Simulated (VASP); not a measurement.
Method: PBE0 hybrid, VASP's PBE PAW potentials (set 64) (plane waves; VASP).

A VASP calculation is set up with these files.

**INCAR**
```
LWAVE  =  F
ALGO  =  Normal   ! blocked Davidson
HFRCUT  =  -1
NELM  =  60
PREC  =  Accurate
LCHARG  =  F
ISMEAR  =  0   ! Gaussian
AEXX  =  0.25
SIGMA  =  0.05   ! width (eV)
LHFCALC  =  T
LASPH  =  T
PRECFOCK  =  Fast
EDIFF  =  1E-6   ! SCF stop (eV)
LREAL  =  F   ! projection in real space or not
GGA  =  PE   ! PBE
ISIF  =  2   ! forces and stress, cell fixed
ISYM  =  3
ENCUT  =  520
SYSTEM  =  BP
```

### KPOINTS
```
Automatic mesh
0
Gamma
8 8 8
0 0 0
```

**POSCAR**
```
BP
1
    0.0000000000     2.2267423042     2.2267423042
    2.2267423042     0.0000000000     2.2267423042
    2.2267423042     2.2267423042     0.0000000000
B P
1 1
Direct
  0.0000000000   0.0000000000   0.0000000000
  0.2500000000   0.2500000000   0.2500000000
```

POTCAR, in this order: B P (PBE.64 set). Program: vasp_std. Read from the step before: WAVECAR.

Output

OSZICAR:
```
       N       E                     dE             d eps       ncg     rms          rms(c)
DAV:   1    -0.157461295733E+02   -0.15746E+02   -0.27730E-01   528   0.439E+00    0.165E+00
DAV:   2    -0.157487803411E+02   -0.26508E-02   -0.61839E-03   672   0.609E-01    0.111E+00
DAV:   3    -0.157485248757E+02    0.25547E-03   -0.27649E-04   648   0.132E-01    0.637E-01
DAV:   4    -0.157484039206E+02    0.12096E-03   -0.36917E-05   584   0.613E-02    0.360E-01
DAV:   5    -0.157483610206E+02    0.42900E-04   -0.11143E-05   576   0.349E-02    0.203E-01
DAV:   6    -0.157483464101E+02    0.14611E-04   -0.41424E-06   600   0.207E-02    0.114E-01
DAV:   7    -0.157483415066E+02    0.49034E-05   -0.14393E-06   328   0.122E-02    0.645E-02
DAV:   8    -0.157483398808E+02    0.16259E-05   -0.58766E-07   336   0.744E-03    0.360E-02
DAV:   9    -0.157483393522E+02    0.52856E-06   -0.18801E-07   288   0.415E-03
   1 F= -.15748339E+02 E0= -.15748339E+02  d E =-.298778E-16
```

### OUTCAR
```
------------------------ aborting loop because EDIFF is reached ----------------------------------------
  FORCE on cell =-STRESS in cart. coord.  units (eV):
  Direction    XX          YY          ZZ          XY          YZ          ZX
  --------------------------------------------------------------------------------------
  Total        1.1323865      1.1323865      1.1323865     -0.0000000      0.0000000      0.0000000
  in kB       82.1609414     82.1609414     82.1609414     -0.0000000      0.0000000      0.0000000
  external PRESSURE =      82.1609414 kB  Pullay stress =       0.0000000 kB
  volume of cell :       22.08
      direct lattice vectors                 reciprocal lattice vectors
     0.000000000  2.226742304  2.226742304    -0.224543271  0.224543271  0.224543271
     2.226742304  0.000000000  2.226742304     0.224543271 -0.224543271  0.224543271
     2.226742304  2.226742304  0.000000000     0.224543271  0.224543271 -0.224543271
  FREE ENERGIE OF THE ION-ELECTRON SYSTEM (eV)
  ---------------------------------------------------
  free  energy   TOTEN  =       -15.7483393522 eV

  energy  without entropy=      -15.7483393522  energy(sigma->0) =      -15.74833935

  exchange ACFDT corr.  =         0.00000000  see jH, gK, PRB 81, 115126
```
(Selected blocks of OUTCAR.)

The compound is BP in the zinc blende structure. This cell is one point of a volume scan, at 0.94 of the reference volume. The cell's shape comes from a PBE relaxation.
